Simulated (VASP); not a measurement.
VASP input:

### KPOINTS
```
Automatic mesh
0
Gamma
7 7 7
0 0 0
```

### INCAR
```
SYSTEM = BaS
PREC = Accurate
ENCUT = 480
EDIFF = 1E-6
NELM = 100
ALGO = Normal
LREAL = .FALSE.
LASPH = .TRUE.
ISMEAR = 0
SIGMA = 0.05
METAGGA = R2SCAN
LMIXTAU = .TRUE.
LMAXMIX = 4
LWAVE = .FALSE.
LCHARG = .FALSE.
IBRION = 2
ISIF = 3
NSW = 60
EDIFFG = -0.01
```

**POSCAR**
```
BaS
1.0
  0.0000000000   3.2254672998   3.2254672998
  3.2254672998   0.0000000000   3.2254672998
  3.2254672998   3.2254672998   0.0000000000
Ba S
1 1
Cart
  0.0000000000   0.0000000000   0.0000000000
  3.2254672998   3.2254672998   3.2254672998
```

POTCAR, in this order: Ba_sv S (PBE.64 set). Program: vasp_std.

**Question.** Translate this r2SCAN calculation to Ansatz.

**Answer.** One equivalent input (not run):
Ansatz 0.2 input:
```yaml
crystal:
  lattice:
    - [0.0000000, 3.2254673, 3.2254673]
    - [3.2254673, 0.0000000, 3.2254673]
    - [3.2254673, 3.2254673, 0.0000000]
  atoms:
    - { symbol: Ba, position: [0.0000000, 0.0000000, 0.0000000] }
    - { symbol: S, position: [0.5000000, 0.5000000, 0.5000000] }
kpoints:
  mp_grid: { grid: [7, 7, 7] }
hamiltonian:
  xc: r2scan
  pseudopotentials: { kind: paw }
scf:
  occupations: { method: gaussian, width: 0.05 }
  max_iter: 100
relax:
  max_steps: 60
  f_tol: 0.01
  cell: {}
output: { forces: true, stress: true, eigenvalues: true }
```
Limits of the translation: each code has its own PAW files, so the cut-off isn't converted (ENCUT is set for VASP's; basis.ecutwfc is left out, and Ansatz then takes the one that its files recommend); Ansatz stops its SCF on the density residual and VASP on the energy change (EDIFF).

The compound is BaS in the rock salt structure. It was relaxed first. The start is the result of an earlier pass.
